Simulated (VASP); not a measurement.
An input for Ansatz (written as the equivalent of a VASP run, and not itself run):

Ansatz 0.2 input:
```yaml
crystal:
  lattice:
    - [0.0000000, 2.5100842, 2.5100842]
    - [2.5100842, 0.0000000, 2.5100842]
    - [2.5100842, 2.5100842, 0.0000000]
  atoms:
    - { symbol: Hf, position: [0.0000000, 0.0000000, 0.0000000] }
    - { symbol: O, position: [0.2500000, 0.2500000, 0.2500000] }
    - { symbol: O, position: [0.7500000, 0.7500000, 0.7500000] }
kpoints:
  mp_grid: { grid: [9, 9, 9] }
hamiltonian:
  xc: pbesol
  pseudopotentials: { kind: paw }
scf:
  occupations: { method: tetrahedron }
  max_iter: 100
output: { forces: true, stress: true, eigenvalues: true }
```

### Question
Translate this input to VASP (INCAR, KPOINTS, POSCAR, choice of POTCAR).

### Answer
Several could match; the one computed here: 
### KPOINTS
```
Automatic
0
G
 9 9 9
```

### INCAR
```
ALGO = Normal
EDIFF = 1E-7
ENCUT = 520
GGA = PS
ISIF = 2
ISMEAR = -5
LASPH = .TRUE.
LCHARG = .TRUE.
LMAXMIX = 6
LORBIT = 11
LREAL = .FALSE.
LWAVE = .FALSE.
NEDOS = 601
NELM = 100
PREC = Accurate
SYSTEM = HfO2
```

### POSCAR
```
HfO2
1
    0.0000000000     2.5100842287     2.5100842287
    2.5100842287     0.0000000000     2.5100842287
    2.5100842287     2.5100842287     0.0000000000
Hf O
1 2
Direct
  0.0000000000   0.0000000000   0.0000000000
  0.2500000000   0.2500000000   0.2500000000
  0.7500000000   0.7500000000   0.7500000000
```

POTCAR, in this order: Hf_pv O (PBE.64 set). Program: vasp_std.

The two are equivalent in intent, not identical: each code has its own PAW files, so the cut-off isn't converted (ENCUT is set for VASP's; basis.ecutwfc is left out, and Ansatz then takes the one that its files recommend); Ansatz stops its SCF on the density residual and VASP on the energy change (EDIFF).

The structure comes from a measured HfO2 entry (Fm-3m) of the Crystallography Open Database, whose conditions weren't checked. It was relaxed first, which changed the volume by -5 %.
